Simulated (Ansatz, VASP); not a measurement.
**One calculation of Cd3BiSb, two programs**

INCAR

```
SYSTEM = Cd3BiSb
PREC = Accurate ; ENCUT = 520
EDIFF = 1E-7 ; ISMEAR = 0
SIGMA = 0.05 ; LREAL = .FALSE.
LASPH = .TRUE. ; NELM = 100
ALGO = Fast ; ISIF = 2
LWAVE = .FALSE. ; LCHARG = .FALSE.
GGA = PE ; NBANDS = 36
```

Contents of KPOINTS:

```
regular mesh
0
G
  4 4 4
  0 0 0
```

File POSCAR:

```
Cd3BiSb
1.0
    6.4385858022      0.0000000000      0.0000000000
    0.0000000000      6.4385858022      0.0000000000
    0.0000000000      0.0000000000      6.4385858022
Sb Bi Cd
1 1 3
Direct
    0.0000000000      0.0000000000      0.0000000000
    0.5000000000      0.5000000000      0.5000000000
    0.5000000000      0.5000000000      0.0000000000
    0.5000000000      0.0000000000      0.5000000000
    0.0000000000      0.5000000000      0.5000000000
```

Input for Ansatz:

```yaml
crystal:
  lattice:
    - [6.4385858022, 0.0, 0.0]
    - [0.0, 6.4385858022, 0.0]
    - [0.0, 0.0, 6.4385858022]
  atoms:
    - { symbol: Sb, position: [0.0, 0.0, 0.0] }
    - { symbol: Bi, position: [0.5, 0.5, 0.5] }
    - { symbol: Cd, position: [0.5, 0.5, 0.0] }
    - { symbol: Cd, position: [0.5, 0.0, 0.5] }
    - { symbol: Cd, position: [0.0, 0.5, 0.5] }
basis:
  ecutwfc: 420
kpoints:
  mp_grid: { grid: [4, 4, 4] }
hamiltonian:
  xc: pbe
scf:
  occupations: { method: gaussian, width: 0.05 }
output:
  forces: true
  stress: true
  eigenvalues: true
```

The cell comes from a database or a generator and needn't be the stable form of this composition.

Alike in both runs: task single point; functional PBE; k mesh 4 × 4 × 4; occupations gaussian, width 0.05 eV; no spin polarisation.

|  | VASP | Ansatz |
| --- | --- | --- |
| version | VASP 6.6.1 | Ansatz 0.2.0 |
| potentials or method | VASP PAW PBE potentials, release 64 (Sb, Bi_d, Cd) | scalar-relativistic, plane waves, PAW |
| plane-wave cutoff (eV) | 520 | 420 |
| valence electrons in the cell | 56 | 90 |

|  | VASP | Ansatz | Ansatz less VASP |
| --- | --- | --- | --- |
| gap on the k mesh at the Fermi level (eV) | none | none | - |
| pressure (GPa) | -3.4 | -3.4 | -0.01 |

A gap of «none» marks a metal or a gap that the smearing closes. The functional is the same, so the differences come from potentials, cutoffs and numerics. The two sets of potentials don't hold the same shells in valence.

Caveats: spin-orbit coupling is left out, which moves the levels of the heavy elements.
